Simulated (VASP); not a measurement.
Computed with PBE GGA, VASP's PBE PAW potentials (set 64) (plane waves; VASP).

VASP input:

### POSCAR
```
KBr
1.0
  0.0000000000   3.2988230000   3.2988230000
  3.2988230000   0.0000000000   3.2988230000
  3.2988230000   3.2988230000   0.0000000000
K Br
1 1
direct
  0.0000000000   0.0000000000   0.0000000000
  0.5000000000   0.5000000000   0.5000000000
```

### INCAR
```
ENCUT  =  300
ISMEAR  =  0   ! Gaussian
PREC  =  Accurate
GGA  =  PE   ! PBE
SIGMA  =  0.01
ISIF  =  2   ! forces and stress, cell fixed
NELM  =  100   ! most electronic steps
ALGO  =  Normal   ! blocked Davidson
SYSTEM  =  KBr
LWAVE  =  F
LASPH  =  T
LMAXMIX  =  4   ! l cut-off of mixed one-centre charges
LREAL  =  F
EDIFF  =  1E-6
LCHARG  =  F
```

File KPOINTS:
```
Automatic mesh
0
Gamma
5 5 5
0 0 0
```

POTCAR, in this order: K_sv Br (PBE.64 set). Program: vasp_std.

The resulting files:

OSZICAR:
```
       N       E                     dE             d eps       ncg     rms          rms(c)
DAV:   1     0.716566452114E+02    0.71657E+02   -0.52801E+03   240   0.771E+02
DAV:   2    -0.242745245526E+01   -0.74084E+02   -0.68465E+02   292   0.209E+02
DAV:   3    -0.622830784149E+01   -0.38009E+01   -0.37862E+01   312   0.483E+01
DAV:   4    -0.638606354129E+01   -0.15776E+00   -0.15756E+00   432   0.842E+00
DAV:   5    -0.638691615824E+01   -0.85262E-03   -0.85261E-03   304   0.714E-01    0.327E+00
DAV:   6    -0.621445836952E+01    0.17246E+00   -0.28039E-01   288   0.273E+00    0.238E+00
DAV:   7    -0.620325022778E+01    0.11208E-01   -0.13540E-01   296   0.209E+00    0.107E+00
DAV:   8    -0.621248429255E+01   -0.92341E-02   -0.15052E-02   324   0.967E-01    0.125E-01
DAV:   9    -0.621314063828E+01   -0.65635E-03   -0.69116E-04   316   0.176E-01    0.821E-02
DAV:  10    -0.621359331183E+01   -0.45267E-03   -0.52341E-04   276   0.155E-01    0.195E-02
DAV:  11    -0.621359982255E+01   -0.65107E-05   -0.20804E-05   320   0.274E-02    0.805E-03
DAV:  12    -0.621360171727E+01   -0.18947E-05   -0.25288E-06   284   0.126E-02    0.599E-03
DAV:  13    -0.621360179545E+01   -0.78176E-07   -0.46597E-07   232   0.398E-03
   1 F= -.62136018E+01 E0= -.62136018E+01  d E =-.432417E-37
```

**OUTCAR**
```
------------------------ aborting loop because EDIFF is reached ----------------------------------------
  FORCE on cell =-STRESS in cart. coord.  units (eV):
  Direction    XX          YY          ZZ          XY          YZ          ZX
  --------------------------------------------------------------------------------------
  Total        0.2886860      0.2886860      0.2886860      0.0000000     -0.0000000      0.0000000
  in kB        6.4421259      6.4421259      6.4421259      0.0000000     -0.0000000      0.0000000
  external PRESSURE =       6.4421259 kB  Pullay stress =       0.0000000 kB
  volume of cell :       71.80
      direct lattice vectors                 reciprocal lattice vectors
     0.000000000  3.298823000  3.298823000    -0.151569211  0.151569211  0.151569211
     3.298823000  0.000000000  3.298823000     0.151569211 -0.151569211  0.151569211
     3.298823000  3.298823000  0.000000000     0.151569211  0.151569211 -0.151569211
  FREE ENERGIE OF THE ION-ELECTRON SYSTEM (eV)
  ---------------------------------------------------
  free  energy   TOTEN  =        -6.2136017954 eV

  energy  without entropy=       -6.2136017954  energy(sigma->0) =       -6.21360180
```
(Selected blocks of OUTCAR.)

OUTCAR:
```
 val. band max:       -1.7347850305   @ k =   0.0000   0.0000   0.0000

 cond. band min:       2.7012409246   @ k =   0.0000   0.0000   0.0000


 Fermi energy:        -1.6469632704

 k-point     1 :       0.0000    0.0000    0.0000
  band No.  band energies     occupation
      1     -29.5168      2.00000
      2     -14.0307      2.00000
      3     -12.9923      2.00000
      4     -12.9923      2.00000
      5     -12.9923      2.00000
      6      -1.7348      2.00000
      7      -1.7348      2.00000
      8      -1.7348      2.00000
      9       2.7012      0.00000
     10       5.8677      0.00000
     11       5.8677      0.00000
     12       5.8677      0.00000

 k-point     2 :       0.2000    0.0000    0.0000
  band No.  band energies     occupation
      1     -29.5148      2.00000
      2     -14.1001      2.00000
      3     -12.9943      2.00000
      4     -12.9943      2.00000
      5     -12.8983      2.00000
      6      -2.2237      2.00000
      7      -1.8564      2.00000
      8      -1.8564      2.00000
      9       3.5933      0.00000
     10       5.7184      0.00000
     11       6.3290      0.00000
     12       6.3290      0.00000

 k-point     3 :       0.4000    0.0000    0.0000
  band No.  band energies     occupation
      1     -29.5117      2.00000
      2     -14.1941      2.00000
      3     -12.9971      2.00000
      4     -12.9971      2.00000
      5     -12.7636      2.00000
      6      -2.8265      2.00000
      7      -2.0390      2.00000
      8      -2.0390      2.00000
      9       4.7217      0.00000
     10       6.2723      0.00000
     11       7.5071      0.00000
     12       7.5071      0.00000

 k-point     4 :       0.2000    0.2000    0.0000
  band No.  band energies     occupation
      1     -29.5142      2.00000
      2     -14.0821      2.00000
      3     -13.0044      2.00000
      4     -13.0044      2.00000
      5     -12.9054      2.00000
      6      -2.3049      2.00000
...
```

At this cut-off the stress carries a Pulay error, which pulls relaxed volumes low.

The structure comes from a computed database's KBr entry; how it stands against other phases isn't given here. The cell was not relaxed at this level. The run is one of a series of settings (KPOINTS 5×5×5 Γ-centred mesh against the base run), some of them coarse on purpose.
